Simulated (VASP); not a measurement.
An input for Ansatz (written as the equivalent of a VASP run, and not itself run):

Ansatz 0.2 input:
```yaml
crystal:
  lattice:
    - [1.4715204, -2.5487473, 0.0000000]
    - [1.4715204, 2.5487473, 0.0000000]
    - [0.0000000, 0.0000000, 3.2483244]
  atoms:
    - { symbol: Mg, position: [0.0000000, 0.0000000, 0.0000000] }
    - { symbol: B, position: [0.3333330, 0.6666670, 0.5000000] }
    - { symbol: B, position: [0.6666670, 0.3333330, 0.5000000] }
kpoints:
  mp_grid: { grid: [12, 12, 9] }
hamiltonian:
  xc: pbesol
  pseudopotentials: { kind: paw }
scf:
  occupations: { method: methfessel_paxton, width: 0.1 }
  max_iter: 100
relax:
  max_steps: 40
  f_tol: 0.02
  cell: { p_target: 30 }
output: { forces: true, stress: true, eigenvalues: true }
```

Q: Translate this input to VASP (INCAR, KPOINTS, POSCAR, choice of POTCAR).

A: This is not unique; one that fits is 
INCAR:
```
ALGO = Normal
EDIFF = 1E-6
EDIFFG = -0.02
ENCUT = 620
GGA = PS
IBRION = 2
ISIF = 3
ISMEAR = 1
LASPH = .TRUE.
LCHARG = .FALSE.
LREAL = .FALSE.
LWAVE = .FALSE.
NELM = 100
NSW = 40
PREC = Accurate
PSTRESS = 300
SIGMA = 0.1
SYSTEM = MgB2
```

### KPOINTS
```
Automatic
0
Gamma
12 12 9
```

### POSCAR
```
MgB2
1
    1.4715203731    -2.5487473016    -0.0000000000
    1.4715203731     2.5487473016    -0.0000000000
    0.0000000000    -0.0000000000     3.2483243506
Mg B
1 2
Direct
  0.0000000000   0.0000000000   0.0000000000
  0.3333330000   0.6666670000   0.5000000000
  0.6666670000   0.3333330000   0.5000000000
```

POTCAR, in this order: Mg B (PBE.64 set). Program: vasp_std.

Limits of the translation: each code has its own PAW files, so the cut-off isn't converted (ENCUT is set for VASP's; basis.ecutwfc is left out, and Ansatz then takes the one that its files recommend); Ansatz stops its SCF on the density residual and VASP on the energy change (EDIFF).

The compound is MgB2 in the AlB2 type structure. It was relaxed first under an external pressure of 30 GPa.
